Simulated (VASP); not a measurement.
The input files of a VASP run:

### INCAR
```
SYSTEM = Al
PREC = Accurate
ENCUT = 400
EDIFF = 1E-6
NELM = 100
ALGO = Normal
LREAL = .FALSE.
LASPH = .TRUE.
ISMEAR = 1
SIGMA = 0.1
GGA = PE
LWAVE = .FALSE.
LCHARG = .FALSE.
ISIF = 2
ISPIN = 2
MAGMOM = 1.0 1.0 1.0
```

POSCAR:
```
Al
1
    0.0000000000     2.0655000000     2.0655000000
    2.0655000000     0.0000000000     2.0655000000
    2.0655000000     2.0655000000     0.0000000000
Al
1
Direct
  0.0000000000   0.0000000000   0.0000000000
```

**KPOINTS**
```
Automatic mesh
0
Gamma
11 11 11
0 0 0
```

POTCAR, in this order: Al (PBE.64 set). Program: vasp_std.

One choice in this input is risky. Which, and does it do harm here?

The risk: MAGMOM holds more values than there are atoms. Here it does no harm: the run (PBE GGA, plane waves, VASP's PBE PAW potentials (set 64)) converges to the same energy and pressure as with the safe setting.
File OSZICAR:
```
       N       E                     dE             d eps       ncg     rms          rms(c)
DAV:   1    -0.230874434426E+01   -0.23087E+01   -0.87703E+02  1458   0.258E+02
DAV:   2    -0.350524576601E+01   -0.11965E+01   -0.11744E+01  1782   0.211E+01
DAV:   3    -0.351437680139E+01   -0.91310E-02   -0.91266E-02  1794   0.199E+00
DAV:   4    -0.351440019104E+01   -0.23390E-04   -0.23389E-04  1764   0.882E-02
DAV:   5    -0.351440028811E+01   -0.97068E-07   -0.97440E-07  1812   0.458E-03    0.223E+00
DAV:   6    -0.374409038586E+01   -0.22969E+00   -0.13988E-02  1464   0.100E+00    0.838E-01
DAV:   7    -0.373848873297E+01    0.56017E-02   -0.10143E-02  1524   0.686E-01    0.586E-01
DAV:   8    -0.373680440362E+01    0.16843E-02   -0.20633E-03  1440   0.310E-01    0.251E-01
DAV:   9    -0.373656139805E+01    0.24301E-03   -0.26163E-04  1746   0.107E-01    0.713E-02
DAV:  10    -0.373657127493E+01   -0.98769E-05   -0.68800E-05  1554   0.539E-02    0.335E-02
DAV:  11    -0.373657361284E+01   -0.23379E-05   -0.10957E-05  1578   0.260E-02    0.559E-03
DAV:  12    -0.373657369858E+01   -0.85746E-07   -0.63171E-07  1020   0.805E-03
   1 F= -.37365737E+01 E0= -.37361167E+01  d E =-.137101E-02  mag=    -0.0005
```

The compound is Al in the fcc structure. The cell was not relaxed at this level.
